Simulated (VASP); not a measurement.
Output of a VASP run:

### OSZICAR
```
       N       E                     dE             d eps       ncg     rms          rms(c)
DAV:   1     0.116780307699E+03    0.11678E+03   -0.10348E+04  1136   0.888E+02
DAV:   2    -0.124287584905E+02   -0.12921E+03   -0.12577E+03  1058   0.254E+02
DAV:   3    -0.193592812058E+02   -0.69305E+01   -0.68663E+01  1036   0.609E+01
DAV:   4    -0.194483177295E+02   -0.89037E-01   -0.88602E-01  1070   0.714E+00
DAV:   5    -0.194493236787E+02   -0.10059E-02   -0.10058E-02  1032   0.802E-01    0.173E+01
DAV:   6    -0.261923541975E+02   -0.67430E+01   -0.11445E+02   986   0.754E+01    0.392E+01
DAV:   7    -0.169308116524E+02    0.92615E+01   -0.60147E+01   982   0.680E+01    0.834E+00
DAV:   8    -0.172613696034E+02   -0.33056E+00   -0.19792E+00   980   0.101E+01    0.378E+00
DAV:   9    -0.172417878152E+02    0.19582E-01   -0.34257E-01   998   0.459E+00    0.162E+00
DAV:  10    -0.172490309359E+02   -0.72431E-02   -0.51312E-02  1010   0.146E+00    0.564E-01
DAV:  11    -0.172492594664E+02   -0.22853E-03   -0.85096E-03  1008   0.707E-01    0.283E-01
DAV:  12    -0.172495471104E+02   -0.28764E-03   -0.10398E-03   980   0.255E-01    0.148E-01
DAV:  13    -0.172496218109E+02   -0.74700E-04   -0.21676E-04  1002   0.142E-01    0.612E-02
DAV:  14    -0.172496227433E+02   -0.93248E-06   -0.14200E-04  1014   0.993E-02    0.186E-02
DAV:  15    -0.172496294636E+02   -0.67203E-05   -0.11161E-05   968   0.231E-02    0.110E-02
DAV:  16    -0.172496303062E+02   -0.84257E-06   -0.20771E-06   650   0.128E-02
   1 F= -.17249630E+02 E0= -.17199809E+02  d E =-.996432E-01  mag=     2.8582
```

File OUTCAR:
```
------------------------ aborting loop because EDIFF is reached ----------------------------------------
  FORCE on cell =-STRESS in cart. coord.  units (eV):
  Direction    XX          YY          ZZ          XY          YZ          ZX
  --------------------------------------------------------------------------------------
  Total        1.3646548      1.3646550      3.2278305      0.0000000      0.0000004      0.0000000
  in kB       37.0882570     37.0882630     87.7251970      0.0000000      0.0000109      0.0000000
  external PRESSURE =      53.9672390 kB  Pullay stress =       0.0000000 kB
  volume of cell :       58.95
      direct lattice vectors                 reciprocal lattice vectors
     1.777211000  1.026074000  5.388009000     0.281339695  0.162431535  0.061865751
    -1.777211000  1.026074000  5.388009000    -0.281339695  0.162431535  0.061865751
     0.000000000 -2.052146000  5.388009000     0.000000000 -0.324863070  0.061865812
 POSITION                                       TOTAL-FORCE (eV/Angst)
 -----------------------------------------------------------------------------------
      0.00000      0.00000      0.00000         0.000000      0.000000     -0.000000
      0.00000      0.00000      4.07333         0.000000     -0.000000     -0.599820
      0.00000      0.00000     12.09069         0.000000      0.000000      0.599820
 -----------------------------------------------------------------------------------
    total drift:                               -0.000000     -0.000000     -0.000000
  FREE ENERGIE OF THE ION-ELECTRON SYSTEM (eV)
  ---------------------------------------------------
  free  energy   TOTEN  =       -17.2496303062 eV

  energy  without entropy=      -17.1499871040  energy(sigma->0) =      -17.19980871

 total charge

# of ion       s       p       d       tot
------------------------------------------
    1        0.314   6.332   5.008  11.654
    2        1.480   2.317   0.048   3.844
    3        1.480   2.317   0.048   3.844
--------------------------------------------------
tot          3.274  10.966   5.103  19.342

 magnetization (x)

# of ion       s       p       d       tot
------------------------------------------
    1        0.038   0.047   2.851   2.936
    2        0.002  -0.093   0.006  -0.085
    3        0.002  -0.093   0.006  -0.085
--------------------------------------------------
tot          0.042  -0.139   2.863   2.766
```
(Selected blocks of OUTCAR.)

**POSCAR**
```
MnSe2
1
    1.7772110000     1.0260740000     5.3880090000
   -1.7772110000     1.0260740000     5.3880090000
    0.0000000000    -2.0521460000     5.3880090000
Mn Se
1 2
Direct
  0.0000000000   0.0000000000   0.0000000000
  0.2520000000   0.2520000000   0.2520000000
  0.7480000000   0.7480000000   0.7480000000
```

Task: Reconstruct the remaining input files.

Result: One answer among several that fit: the input of the run itself, PBE GGA, plane waves, VASP's PBE PAW potentials (set 64).

File KPOINTS:
```
Automatic mesh
0
Gamma
4 4 4
0 0 0
```

INCAR:
```
ALGO = Normal
EDIFF = 1E-6
ENCUT = 300
GGA = PE
ISIF = 2
ISMEAR = -1
ISPIN = 2
LASPH = T
LCHARG = F
LMAXMIX = 4
LORBIT = 11
LREAL = F
LWAVE = F
MAGMOM = 4.0 0.0 0.0
NELM = 100
PREC = Accurate
SIGMA = 0.136
SYSTEM = MnSe2
```

POTCAR, in this order: Mn_pv Se (PBE.64 set). Program: vasp_std.

At this cut-off the stress carries a Pulay error, which pulls relaxed volumes low. The moments were started parallel, and other spin orders were not tried in this run.

The structure was generated: MnSe2 was put into an ordered model structure, which need not be its known phase. The cell was not relaxed at this level, and its volume differs by -5.9 % from the start's. The k-mesh is coarse (spacing up to 0.52 per Å, 2π included), so the numbers may not be converged in it.
